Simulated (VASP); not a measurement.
Energy against volume of Ta (bcc). Calculation: PBE GGA with D3 dispersion (zero damping), VASP's PBE PAW potentials (set 64) (plane waves; VASP 6.6.1). Settings: 520 eV cut-off, 16×16×16 Γ-centred mesh, first-order Methfessel-Paxton smearing of 0.10 eV, potentials Ta_pv.

```csv
V (Å³/atom),E (eV/atom)
16.663,-12.35308
17.195,-12.38708
17.727,-12.39777
18.259,-12.38793
```

Problem. Fit these four points and predict the energy of the run at 18.791 Å³/atom.

Solution. A cubic in V^(−2/3), the third-order Birch-Murnaghan form, passes through the four points with V0 = 17.73 Å³/atom and B0 = 206 GPa, and gives -12.3600 eV/atom there. The run gave -12.3598 eV/atom, +0.3 meV/atom from the fit; all five points give B0 = 207 GPa.

The compound is Ta in the bcc structure. It was relaxed first.
